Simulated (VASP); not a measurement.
Si3N4:

```xyz
14
Lattice="0.0000 3.8937 3.8937 3.8937 0.0000 3.8937 3.8937 3.8937 0.0000" Properties=species:S:1:pos:R:3 pbc="T T T"
Si    2.9203    2.9203    0.9734
Si    2.9203    0.9734    2.9203
Si    0.9734    2.9203    2.9203
Si    0.9734    0.9734    0.9734
Si    5.8406    5.8406    5.8406
Si    3.8937    3.8937    3.8937
N     2.8624    2.8624    2.8624
N     6.8719    4.8092    4.8092
N     4.8092    4.8092    6.8719
N     4.8092    6.8719    4.8092
N     4.9251    4.9251    2.8624
N     4.9251    2.8624    4.9251
N     6.8719    6.8719    6.8719
N     2.8624    4.9251    4.9251
```

The cell is a database's computed one.

- Program: VASP 6.6.1
- Task: relaxation of cell and atoms
- Functional: PBE
- Dispersion: D3(BJ)
- Potentials or basis: VASP PAW PBE potentials, release 64 (Si, N)
- Cutoff: 600 eV
- k mesh: 6 × 6 × 6
- Occupations: gaussian, width 0.03 eV
- Spin: no spin polarisation

At the start: pressure -6.2 GPa; volume 8.43 Å³/atom.

Where does the relaxation end?

Over 6 steps the energy falls by 3.5 meV/atom and the volume is 8.25 Å³/atom (-2.1 %); space group Fd-3m (No. 227, to 0.05 Å).

Step by step:
```csv
step,energy change (eV),largest force (eV/Å),pressure (GPa),volume (Å³)
1,0.0000,0.0017,-6.23,118.07
2,0.0331,0.1727,8.77,112.55
3,-0.0486,0.0747,-0.03,115.62
4,-0.0486,0.0761,0.10,115.57
5,-0.0485,0.0789,0.11,115.52
6,-0.0491,0.0032,0.10,115.55
```

Final structure:
```
Si N
1.0
     0.00000    3.86587    3.86587
     3.86587    0.00000    3.86587
     3.86587    3.86587    0.00000
Si N
6 8
Direct
  0.12500 0.12500 0.62500
  0.12500 0.62500 0.12500
  0.62500 0.12500 0.12500
  0.12500 0.12500 0.12500
  0.75000 0.75000 0.75000
  0.50000 0.50000 0.50000
  0.36768 0.36768 0.36768
  0.35305 0.88232 0.88232
  0.88232 0.88232 0.35305
  0.88232 0.35305 0.88232
  0.36768 0.36768 0.89695
  0.36768 0.89695 0.36768
  0.88232 0.88232 0.88232
  0.89695 0.36768 0.36768
```
